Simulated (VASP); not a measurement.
Output of a VASP run:

OSZICAR:
```
       N       E                     dE             d eps       ncg     rms          rms(c)
DAV:   1     0.409695380983E+02    0.40970E+02   -0.53780E+03  3558   0.105E+03
DAV:   2    -0.255001969863E+01   -0.43520E+02   -0.42681E+02  3799   0.195E+02
DAV:   3    -0.291731905636E+01   -0.36730E+00   -0.36562E+00  4148   0.207E+01
DAV:   4    -0.291910431082E+01   -0.17853E-02   -0.17843E-02  4081   0.132E+00
DAV:   5    -0.291912409567E+01   -0.19785E-04   -0.19763E-04  4147   0.116E-01    0.825E+00
DAV:   6    -0.259919070863E+01    0.31993E+00   -0.14895E+00  3592   0.114E+01    0.379E+00
DAV:   7    -0.258618285598E+01    0.13008E-01   -0.11990E-02  3954   0.100E+00    0.198E+00
DAV:   8    -0.258167666176E+01    0.45062E-02   -0.12889E-03  3809   0.326E-01    0.740E-02
DAV:   9    -0.258167271782E+01    0.39439E-05   -0.10002E-05  4956   0.351E-02    0.134E-02
DAV:  10    -0.258167450813E+01   -0.17903E-05   -0.38512E-06  3928   0.138E-02    0.373E-03
DAV:  11    -0.258167518253E+01   -0.67441E-06   -0.14994E-07  2786   0.359E-03    0.250E-03
DAV:  12    -0.258167576985E+01   -0.58732E-06   -0.85130E-08  1861   0.233E-03    0.363E-04
DAV:  13    -0.258167567831E+01    0.91544E-07   -0.26902E-09  1831   0.571E-04
   1 F= -.25816757E+01 E0= -.25816757E+01  d E =0.000000E+00
```

File OUTCAR:
```
------------------------ aborting loop because EDIFF is reached ----------------------------------------
  FORCE on cell =-STRESS in cart. coord.  units (eV):
  Direction    XX          YY          ZZ          XY          YZ          ZX
  --------------------------------------------------------------------------------------
  Total       -0.0176090     -0.0176090     -0.0176090      0.0000000      0.0000000     -0.0000000
  in kB       -1.9279057     -1.9279057     -1.9279057      0.0000000      0.0000000     -0.0000000
  external PRESSURE =      -1.9279057 kB  Pullay stress =       0.0000000 kB
  volume of cell :       14.63
      direct lattice vectors                 reciprocal lattice vectors
     0.000000000  1.941378289  1.941378289    -0.257548981  0.257548981  0.257548981
     1.941378289  0.000000000  1.941378289     0.257548981 -0.257548981  0.257548981
     1.941378289  1.941378289  0.000000000     0.257548981  0.257548981 -0.257548981
 POSITION                                       TOTAL-FORCE (eV/Angst)
 -----------------------------------------------------------------------------------
      0.00000      0.00000      0.00000         0.000000     -0.000000     -0.000000
 -----------------------------------------------------------------------------------
    total drift:                               -0.000000     -0.000000     -0.000000
  FREE ENERGIE OF THE ION-ELECTRON SYSTEM (eV)
  ---------------------------------------------------
  free  energy   TOTEN  =        -2.5816756783 eV

  energy  without entropy=       -2.5816756783  energy(sigma->0) =       -2.58167568

 total charge

# of ion       s       p       d       tot
------------------------------------------
    1        0.485   0.486   8.481   9.452
```
(Selected blocks of OUTCAR.)

POSCAR:
```
Pd
1
    0.0000000000     1.9413782888     1.9413782888
    1.9413782888    -0.0000000000     1.9413782888
    1.9413782888     1.9413782888     0.0000000000
Pd
1
Direct
  0.0000000000   0.0000000000   0.0000000000
```

### Question
Reconstruct the remaining input files.

### Answer
Several could match; the one computed here: the input of the run itself, vdW-DF-cx, plane waves, VASP's PBE PAW potentials (set 64).

**INCAR**
```
# general
SYSTEM   = Pd
PREC     = Accurate
ENCUT    = 520   # plane-wave cut-off (eV)
LREAL    = F
LASPH    = T

# electronic loop
EDIFF    = 1E-7   # SCF stop (eV)
NELM     = 100
ALGO     = Normal
LMAXMIX  = 4   # l cut-off of mixed one-centre charges

# smearing
ISMEAR   = -5

# functional
GGA      = CX
LUSE_VDW = T
AGGAC    = 0.0

# ions
ISIF     = 2

# output
LWAVE    = F
LCHARG   = T
LORBIT   = 11
NEDOS    = 601   # DOS grid
```

**KPOINTS**
```
Regular mesh
0
Gamma
18 18 18
0 0 0
```

POTCAR, in this order: Pd (PBE.64 set). Program: vasp_std.

For a metal the tetrahedron method with Blöchl corrections gives inexact stress and forces.

The compound is Pd in the fcc structure. It was relaxed first.
